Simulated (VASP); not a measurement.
# A VASP study of FeSi2 (Linzhiite) (optB86b-vdW + U): structure first, properties next, part 5 of 12

What structure does FeSi2 (Linzhiite) take at this level, and what are its properties? The start is a cell from a database of measured crystal structures.

VASP 6.6.1, plane waves and PAW; the level of theory is named at each step.

Still holding for the runs below: A U on the itinerant d states of such a compound is hard to justify; it moves the bands at the Fermi level and favours large moments.

So far, pressure (GPa): step 2 (magnetic order: ferromagnetic) 12.1; step 3 (magnetic order: antiferromagnetic, q = (0, 0, 1/2)) 11.2; step 4 (magnetic order: antiferromagnetic, q = (1/2, 1/2, 1/2)) 4.80; step 5 (magnetic order: antiferromagnetic, q = (1/2, 1/2, 0)) 5.01.

### 7. Full relaxation (optB86b-vdW + U)

This step: optB86b-vdW, DFT+U (Fe d 5 eV), spin-polarised from an antiferromagnetic start; plane waves and PAW (Fe, Si) (VASP 6.6.1).

The start need not lie at this functional's minimum. ISIF = 3 frees volume, shape and positions, and EDIFFG sets the threshold on forces and stress at which the search stops.

The input, INCAR:

```
SYSTEM = FeSi2
PREC = Accurate
ENCUT = 400
EDIFF = 1E-06
NELM = 100
ISMEAR = 0
SIGMA = 0.05
LREAL = .FALSE.
ALGO = Normal
GGA = MK
AGGAC = 0
LUSE_VDW = .TRUE.
PARAM1 = 0.1234
PARAM2 = 1
LASPH = .TRUE.
NBANDS = 25
ISPIN = 2
MAGMOM = 1.8 -1.8 0 0 0 0
LDAU = .TRUE.
LDAUTYPE = 2
LDAUL = 2 -1
LDAUU = 5 0
LDAUJ = 0 0
LDAUPRINT = 1
LMAXMIX = 4
LORBIT = 11
LWAVE = .FALSE.
LCHARG = .FALSE.
KPAR = 8
IBRION = 2
NSW = 60
ISIF = 3
EDIFFG = -0.01
```

The input, POSCAR:

```
FeSi2
1.0
    5.3920000000      0.0000000000      0.0000000000
    2.6960000000      2.6960000000      0.0000000000
    0.0000000000      0.0000000000      5.1470000000
Fe Si
2 4
Direct
    0.0000000000      0.5000000000      0.0000000000
    0.5000000000      0.5000000000      0.0000000000
    0.0000000000      0.0000000000      0.2717000000
    0.5000000000      0.0000000000      0.2717000000
    0.0000000000      0.0000000000      0.7283000000
    0.5000000000      0.0000000000      0.7283000000
```

The input, KPOINTS:

```
Automatic mesh
0
Gamma
8 8 5
0 0 0
```

The projector-augmented-wave data sets are Fe and Si (PBE family, release 64).

Run with:

```sh
> mpirun -np 8 vasp_std
```

The program printed:

```text
[... set-up lines as in an earlier step ...]
 entering main loop
       N       E                     dE             d eps       ncg     rms          rms(c)
DAV:   1     0.176819856210E+03    0.17682E+03   -0.11136E+04  4500   0.106E+03
DAV:   2    -0.114663596399E+02   -0.18829E+03   -0.17355E+03  4502   0.256E+02
DAV:   3    -0.225899697850E+02   -0.11124E+02   -0.10553E+02  5843   0.743E+01
DAV:   4    -0.229846243605E+02   -0.39465E+00   -0.39206E+00  5656   0.134E+01
DAV:   5    -0.230006743445E+02   -0.16050E-01   -0.16031E-01  6175   0.261E+00    0.232E+01
DAV:   6    -0.255703490468E+02   -0.25697E+01   -0.29210E+01  6184   0.959E+01    0.195E+01
DAV:   7    -0.213848646076E+02    0.41855E+01   -0.17437E+01  5931   0.861E+01    0.859E+00
DAV:   8    -0.216528337885E+02   -0.26797E+00   -0.15130E+00  6478   0.996E+00    0.428E+00
DAV:   9    -0.216843079695E+02   -0.31474E-01   -0.20712E-01  7274   0.734E+00    0.179E+00
DAV:  10    -0.217493260381E+02   -0.65018E-01   -0.72342E-02  7642   0.403E+00    0.845E-01
DAV:  11    -0.217897054427E+02   -0.40379E-01   -0.46514E-02  7698   0.285E+00    0.400E-01
DAV:  12    -0.217957506613E+02   -0.60452E-02   -0.99620E-03  6871   0.151E+00    0.248E-01
DAV:  13    -0.217987154865E+02   -0.29648E-02   -0.22509E-03  6964   0.523E-01    0.126E-01
DAV:  14    -0.217999016391E+02   -0.11862E-02   -0.13254E-03  7090   0.381E-01    0.653E-02
DAV:  15    -0.218001475253E+02   -0.24589E-03   -0.53579E-04  7285   0.252E-01    0.309E-02
DAV:  16    -0.218001777243E+02   -0.30199E-04   -0.64664E-05  6875   0.107E-01    0.118E-02
DAV:  17    -0.218001792130E+02   -0.14887E-05   -0.88184E-06  6373   0.291E-02    0.600E-03
DAV:  18    -0.218001824494E+02   -0.32363E-05   -0.56909E-07  3202   0.166E-02    0.344E-03
DAV:  19    -0.218001816436E+02    0.80573E-06   -0.65073E-07  2713   0.142E-02
   1 F= -.21800182E+02 E0= -.21799498E+02  d E =-.218002E+02  mag=     0.0000
 curvature:   0.00 expect dE= 0.000E+00 dE for cont linesearch  0.000E+00
 trial: gam= 0.00000 g(F)=  0.405E-01 g(S)=  0.132E+00 ort = 0.000E+00 (trialstep = 0.100E+01)
 search vector abs. value=  0.172E+00
 bond charge predicted
       N       E                     dE             d eps       ncg     rms          rms(c)
DAV:   1    -0.225407886982E+02   -0.74061E+00   -0.12751E+01  4767   0.516E+01    0.822E+00
DAV:   2    -0.231248199503E+02   -0.58403E+00   -0.10041E+01  6230   0.664E+01    0.985E+00
DAV:   3    -0.218580772694E+02    0.12667E+01   -0.31149E+00  6235   0.363E+01    0.190E+00
DAV:   4    -0.218774524338E+02   -0.19375E-01   -0.32430E-01  6290   0.436E+00    0.105E+00
DAV:   5    -0.218741719057E+02    0.32805E-02   -0.45469E-02  6838   0.239E+00    0.402E-01
DAV:   6    -0.218750227965E+02   -0.85089E-03   -0.33232E-03  6478   0.521E-01    0.241E-01
DAV:   7    -0.218755054371E+02   -0.48264E-03   -0.22765E-03  7446   0.797E-01    0.130E-01
DAV:   8    -0.218756510590E+02   -0.14562E-03   -0.29852E-04  5719   0.124E-01    0.671E-02
DAV:   9    -0.218756895792E+02   -0.38520E-04   -0.54041E-05  6826   0.100E-01    0.203E-02
DAV:  10    -0.218757020675E+02   -0.12488E-04   -0.13089E-05  7114   0.572E-02    0.125E-02
DAV:  11    -0.218757109999E+02   -0.89324E-05   -0.14435E-05  7320   0.656E-02    0.602E-03
DAV:  12    -0.218757130283E+02   -0.20284E-05   -0.31460E-06  3888   0.204E-02    0.387E-03
DAV:  13    -0.218757153801E+02   -0.23518E-05   -0.23311E-06  4515   0.118E-02    0.152E-03
DAV:  14    -0.218757162779E+02   -0.89780E-06   -0.53020E-07  2833   0.543E-03
   2 F= -.21875716E+02 E0= -.21874754E+02  d E =-.755346E-01  mag=    -0.0000
 trial-energy change:   -0.075535  1 .order   -0.080927   -0.172194    0.010340
 step:   0.9321(harm=  0.9434)  dis= 0.02061  next Energy=   -21.876069 (dE=-0.759E-01)
 bond charge predicted
       N       E                     dE             d eps       ncg     rms          rms(c)
DAV:   1    -0.218789493433E+02   -0.32340E-02   -0.56059E-02  4943   0.345E+00    0.548E-01
DAV:   2    -0.218807276498E+02   -0.17783E-02   -0.38281E-02  6016   0.415E+00    0.638E-01
DAV:   3    -0.218760751905E+02    0.46525E-02   -0.12507E-02  5985   0.260E+00    0.124E-01
DAV:   4    -0.218761049723E+02   -0.29782E-04   -0.11996E-03  6755   0.269E-01    0.698E-02
DAV:   5    -0.218760685574E+02    0.36415E-04   -0.21646E-04  6942   0.165E-01    0.247E-02
DAV:   6    -0.218760723223E+02   -0.37649E-05   -0.13214E-05  5554   0.286E-02    0.151E-02
DAV:   7    -0.218760729334E+02   -0.61112E-06   -0.75496E-06  6233   0.330E-02
   3 F= -.21876073E+02 E0= -.21875067E+02  d E =-.758913E-01  mag=    -0.0000
 curvature:  -0.45 expect dE=-0.968E-05 dE for cont linesearch -0.116E-05
 trial: gam=-0.00372 g(F)=  0.663E-05 g(S)=  0.147E-04 ort = 0.663E-03 (trialstep = 0.986E+00)
 search vector abs. value=  0.188E-04
 reached required accuracy - stopping structural energy minimisation
```

Wall time 4.8 min (8 MPI ranks of Intel Xeon Platinum 8259CL at 2.50GHz (Skylake/Cascade Lake), shared host); peak memory 4.1 GiB; 37 min of CPU time.

Parts of OUTCAR (step 7):

```text
   NELECT =      32.0000    total number of electrons

atom =   1  type =  1  l = 2

 onsite density matrix

spin component  1

  0.8648 -0.0000  0.0000  0.0000  0.0000
 -0.0000  0.8824  0.0000  0.0000 -0.0000
  0.0000  0.0000  0.8907 -0.0000  0.0000
  0.0000  0.0000 -0.0000  0.8824 -0.0000
  0.0000 -0.0000  0.0000 -0.0000  0.8699

spin component  2

  0.7837  0.0000 -0.0000 -0.0000 -0.0000
  0.0000  0.5993 -0.0000 -0.0000  0.0000
 -0.0000 -0.0000  0.2089 -0.0000  0.0000
 -0.0000 -0.0000 -0.0000  0.5993 -0.0000
 -0.0000  0.0000  0.0000 -0.0000  0.1200

 occupancies and eigenvectors

  o =  0.1200  v =  0.0000  0.0000  0.0000  0.0000  0.0000  0.0000  0.0000 -0.0000  0.0000 -1.0000      0.0000  0.0000  0.0000  0.0000  0.0000  0.0000  0.0000  0.0000  0.0000  0.0000
  o =  0.2089  v =  0.0000  0.0000  0.0000  0.0000  0.0000  0.0000  0.0000 -1.0000  0.0000  0.0000      0.0000  0.0000  0.0000  0.0000  0.0000  0.0000  0.0000  0.0000  0.0000  0.0000
  o =  0.5993  v =  0.0000  0.0000  0.0000  0.0000  0.0000  0.0000  0.1407  0.0000  0.9900  0.0000      0.0000  0.0000  0.0000  0.0000  0.0000  0.0000  0.0000  0.0000  0.0000  0.0000
  o =  0.5993  v =  0.0000  0.0000  0.0000  0.0000  0.0000  0.0000  0.9900  0.0000 -0.1407 -0.0000      0.0000  0.0000  0.0000  0.0000  0.0000  0.0000  0.0000  0.0000  0.0000  0.0000
  o =  0.7837  v =  0.0000  0.0000  0.0000  0.0000  0.0000  1.0000  0.0000  0.0000  0.0000  0.0000      0.0000  0.0000  0.0000  0.0000  0.0000  0.0000  0.0000  0.0000  0.0000  0.0000
  o =  0.8648  v =  1.0000  0.0000  0.0000  0.0000  0.0000  0.0000  0.0000  0.0000  0.0000  0.0000      0.0000  0.0000  0.0000  0.0000  0.0000  0.0000  0.0000  0.0000  0.0000  0.0000
  o =  0.8699  v =  0.0000 -0.0000  0.0000  0.0000 -1.0000  0.0000  0.0000  0.0000  0.0000  0.0000      0.0000  0.0000  0.0000  0.0000  0.0000  0.0000  0.0000  0.0000  0.0000  0.0000
  o =  0.8824  v =  0.0000  0.0712  0.0000  0.9975  0.0000  0.0000  0.0000  0.0000  0.0000  0.0000      0.0000  0.0000  0.0000  0.0000  0.0000  0.0000  0.0000  0.0000  0.0000  0.0000
  o =  0.8824  v =  0.0000 -0.9975  0.0000  0.0712  0.0000  0.0000  0.0000  0.0000  0.0000  0.0000      0.0000  0.0000  0.0000  0.0000  0.0000  0.0000  0.0000  0.0000  0.0000  0.0000
  o =  0.8907  v =  0.0000 -0.0000 -1.0000  0.0000 -0.0000  0.0000  0.0000  0.0000  0.0000  0.0000      0.0000  0.0000  0.0000  0.0000  0.0000  0.0000  0.0000  0.0000  0.0000  0.0000

atom =   2  type =  1  l = 2

 onsite density matrix

spin component  1

  0.7837 -0.0000  0.0000 -0.0000 -0.0000
 -0.0000  0.5993  0.0000 -0.0000  0.0000
  0.0000  0.0000  0.2089 -0.0000 -0.0000
 -0.0000 -0.0000 -0.0000  0.5993  0.0000
 -0.0000  0.0000 -0.0000  0.0000  0.1200

spin component  2

  0.8648  0.0000 -0.0000 -0.0000  0.0000
  0.0000  0.8824 -0.0000 -0.0000 -0.0000
 -0.0000 -0.0000  0.8907 -0.0000 -0.0000
 -0.0000 -0.0000 -0.0000  0.8824 -0.0000
  0.0000 -0.0000 -0.0000 -0.0000  0.8699

 occupancies and eigenvectors

  o =  0.1200  v =  0.0000  0.0000  0.0000 -0.0000  1.0000  0.0000  0.0000  0.0000  0.0000  0.0000      0.0000  0.0000  0.0000  0.0000  0.0000  0.0000  0.0000  0.0000  0.0000  0.0000
  o =  0.2089  v =  0.0000  0.0000  1.0000  0.0000 -0.0000  0.0000  0.0000  0.0000  0.0000  0.0000      0.0000  0.0000  0.0000  0.0000  0.0000  0.0000  0.0000  0.0000  0.0000  0.0000
  o =  0.5993  v =  0.0000  0.2256  0.0000 -0.9742 -0.0000  0.0000  0.0000  0.0000  0.0000  0.0000      0.0000  0.0000  0.0000  0.0000  0.0000  0.0000  0.0000  0.0000  0.0000  0.0000
  o =  0.5993  v =  0.0000 -0.9742  0.0000 -0.2256  0.0000  0.0000  0.0000  0.0000  0.0000  0.0000      0.0000  0.0000  0.0000  0.0000  0.0000  0.0000  0.0000  0.0000  0.0000  0.0000
  o =  0.7837  v =  1.0000  0.0000  0.0000  0.0000  0.0000  0.0000  0.0000  0.0000  0.0000  0.0000      0.0000  0.0000  0.0000  0.0000  0.0000  0.0000  0.0000  0.0000  0.0000  0.0000
  o =  0.8648  v =  0.0000  0.0000  0.0000  0.0000  0.0000  1.0000  0.0000  0.0000  0.0000  0.0000      0.0000  0.0000  0.0000  0.0000  0.0000  0.0000  0.0000  0.0000  0.0000  0.0000
  o =  0.8699  v =  0.0000  0.0000  0.0000  0.0000  0.0000  0.0000 -0.0000 -0.0000 -0.0000  1.0000      0.0000  0.0000  0.0000  0.0000  0.0000  0.0000  0.0000  0.0000  0.0000  0.0000
  o =  0.8824  v =  0.0000  0.0000  0.0000  0.0000  0.0000  0.0000  1.0000 -0.0000 -0.0094  0.0000      0.0000  0.0000  0.0000  0.0000  0.0000  0.0000  0.0000  0.0000  0.0000  0.0000
  o =  0.8824  v =  0.0000  0.0000  0.0000  0.0000  0.0000  0.0000 -0.0094 -0.0000 -1.0000 -0.0000      0.0000  0.0000  0.0000  0.0000  0.0000  0.0000  0.0000  0.0000  0.0000  0.0000
  o =  0.8907  v =  0.0000  0.0000  0.0000  0.0000  0.0000  0.0000 -0.0000 -1.0000  0.0000 -0.0000      0.0000  0.0000  0.0000  0.0000  0.0000  0.0000  0.0000  0.0000  0.0000  0.0000

 E-fermi :   9.5490

 spin component 1
 k-point     1 :       0.0000    0.0000    0.0000
  band No.  band energies     occupation
    ...
     12       7.0926      1.00000
     13       7.0928      1.00000
     14       7.3058      1.00000
     15       8.8556      1.00000
     16       9.0062      1.00000
     17      11.1499      0.00000
     18      12.0638      0.00000
     19      12.0640      0.00000
     20      12.2014      0.00000
     21      12.2408      0.00000
    ...

 k-point     2 :       0.1250    0.0000    0.0000
  band No.  band energies     occupation
    ...
     12       6.9333      1.00000
     13       7.0216      1.00000
     14       7.1740      1.00000
     15       9.1799      1.00000
     16       9.3264      1.00000
     17      10.7069      0.00000
     18      11.0923      0.00000
     19      11.1443      0.00000
     20      12.0992      0.00000
     21      12.1901      0.00000
    ...

Total vdW correction in eV:      4.2570062

  Total        0.0302295      0.0302295      0.0021042     -0.0000000     -0.0000000      0.0000000
  in kB        0.6144722      0.6144722      0.0427717     -0.0000000     -0.0000000      0.0000000
  external PRESSURE =       0.4239053 kB  Pullay stress =       0.0000000 kB

 POSITION                                       TOTAL-FORCE (eV/Angst)
 -----------------------------------------------------------------------------------
      1.37173      1.37173     -0.00000         0.000000      0.000000     -0.000000
      4.11520      1.37173     -0.00000         0.000000      0.000000     -0.000000
      0.00000     -0.00000      1.44365        -0.000000      0.000000     -0.005861
      2.74347     -0.00000      1.44365        -0.000000      0.000000     -0.005861
      5.48693     -0.00000      3.79249         0.000000     -0.000000      0.005861
      2.74347     -0.00000      3.79249         0.000000     -0.000000      0.005861
 -----------------------------------------------------------------------------------
    total drift:                                0.000000      0.000000      0.000000

  FREE ENERGIE OF THE ION-ELECTRON SYSTEM (eV)
  ---------------------------------------------------
  free  energy   TOTEN  =       -21.8760729334 eV

  energy  without entropy=      -21.8740619985  energy(sigma->0) =      -21.87506747

Total vdW correction in eV:      4.2568763

 reached required accuracy - stopping structural energy minimisation

 magnetization (x)
# of ion       s       p       d       tot
------------------------------------------
    1        0.025   0.047   2.077   2.149
    2       -0.025  -0.047  -2.077  -2.149
    3        0.000   0.000   0.000   0.000
    4        0.000   0.000   0.000   0.000
    5        0.000   0.000   0.000   0.000
    6        0.000   0.000   0.000   0.000
--------------------------------------------------
tot          0.000   0.000   0.000   0.000

[... 7 parts as in an earlier step ...]

[... 10 further parts left out ...]
```

CONTCAR:

```
FeSi2
   1.00000000000000
     5.4869317377315054    0.0000000000000000    0.0000000000000000
     2.7434658688657527    2.7434658688657527   -0.0000000000000000
     0.0000000000000000   -0.0000000000000000    5.2361360757283224
  Fe              Si
     2     4
Direct
     0.0000000000000000    0.5000000000000000    0.0000000000000000
     0.5000000000000000    0.5000000000000000    0.0000000000000000
     0.0000000000000000    0.0000000000000000    0.2757091902747441
     0.5000000000000000    0.0000000000000000    0.2757091902747441
     1.0000000000000000    0.0000000000000000    0.7242908097252559
     0.5000000000000000    0.0000000000000000    0.7242908097252559
```

The magnetic order is the lowest of the few collinear ones that converged above; longer or canted patterns were not tried. The cell is doubled for it, so bands and modes from the zone boundary of the chemical cell fold onto Γ and the labels are those of the larger cell. The run keeps the 16 symmetry operations of its start, so it cannot find a distortion of lower symmetry.

Step by step:

```
step  energy less that of the first step (eV)  largest force (eV/Å)  pressure (GPa)  volume (Å³)
   1                                   0.0000                0.4583            5.00        74.82
   2                                  -0.0755                0.0364           -0.26        79.12
   3                                  -0.0759                0.0059            0.04        78.82
```

```csv
cell as run,before,after,change
a (Å),5.392,5.487,+1.8 %
b (Å),3.813,3.880,+1.8 %
c (Å),5.147,5.236,+1.7 %
volume (Å³/atom),12.47,13.14,+5.3 %
```

The atoms that moved most (Å, as changes of fractional coordinates times the final cell):

```csv
atom,dx,dy,dz,length
Si4,0.000,0.000,0.021,0.021
Si3,0.000,0.000,0.021,0.021
Si6,0.000,0.000,-0.021,0.021
Si5,0.000,0.000,-0.021,0.021
```

The relaxed structure:

```xyz
6
Lattice="5.4869 0.0000 0.0000 2.7435 2.7435 0.0000 0.0000 0.0000 5.2361" Properties=species:S:1:pos:R:3 pbc="T T T"
Fe    1.3717    1.3717    0.0000
Fe    4.1152    1.3717    0.0000
Si    0.0000    0.0000    1.4437
Si    2.7435    0.0000    1.4437
Si    0.0000    0.0000    3.7925
Si    2.7435    0.0000    3.7925
```

Numbers from this step:

```yaml
free_energy_toten: -21.88 eV
energy_at_zero_smearing: -21.88 eV
fermi_energy: 9.549 eV
pressure: 0.04239 GPa
scf_cycles_over_all_ionic_steps: 40
```

Spin moment in the PAW sphere by atom:

```
atom  spin moment in the PAW sphere (μB)
 Fe1                                2.15
 Fe2                               -2.15
 Si3                                0.00
 Si4                                0.00
 Si5                                0.00
 Si6                                0.00
```

It ends with a largest force of 0.006 eV/Å and a pressure of 0.04 GPa.

(Continued in part 6 of 12.)

[Lines on the potential files, build, host, timing and source positions are cut from VASP's logs without a mark.]

[Logs are printed without paths, hosts, clocks, repeated set-up lines and the standing remarks that a program may print on its own settings, such as how far it seeks lower states.]

[Hosts, paths, dates, database ids (printed as entryN), source tags and the programs' standing remarks are cut or masked in the printed files.]

[A measured line is paired with the nearest computed mode of its activity, which favours agreement.]
